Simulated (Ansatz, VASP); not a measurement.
**One calculation of TaAl4, two programs**

```
Ta Al
1.0
     5.37558    0.00000    0.00000
     0.00000    5.37558    0.00000
     0.00000    0.00000    6.38559
Ta Al
2 8
Direct
  0.50000 0.50000 0.00000
  0.00000 0.00000 0.00000
  0.68887 0.81113 0.29981
  0.81113 0.31113 0.29981
  0.18887 0.31113 0.70019
  0.81113 0.68887 0.70019
  0.68887 0.18887 0.70019
  0.31113 0.81113 0.70019
  0.31113 0.18887 0.29981
  0.18887 0.68887 0.29981
```

Change from the starting cell: species swapped into the PtPb4 type (P4/nbm, No. 125).

Alike in both runs: functional PBE; k mesh 4 × 4 × 4; occupations gaussian, width 0.1 eV; no spin polarisation.

Ansatz relaxed the structure, and its values are those at the end. VASP's run is a single point on that final structure, the one shown.

|  | VASP | Ansatz |
| --- | --- | --- |
| version | VASP 6.6.1 | Ansatz 0.2.0 |
| potentials or method | VASP PAW PBE potentials, release 64 (Ta_pv, Al) | scalar-relativistic, plane waves, PAW |
| plane-wave cutoff (eV) | 520 | 420 |
| valence electrons in the cell | 46 | 50 |

|  | VASP | Ansatz | Ansatz less VASP |
| --- | --- | --- | --- |
| gap on the k mesh at the Fermi level (eV) | none | none | - |
| pressure (GPa) | 0.2 | 0.2 | 0.00 |
| rms of the force components (eV/Å) | 0.009 | 0.009 | -0.0004 |

A gap of «none» marks a metal or a gap that the smearing closes. The two sets of potentials don't hold the same shells in valence.

Spin-orbit coupling is left out, which matters for the levels of Ta.
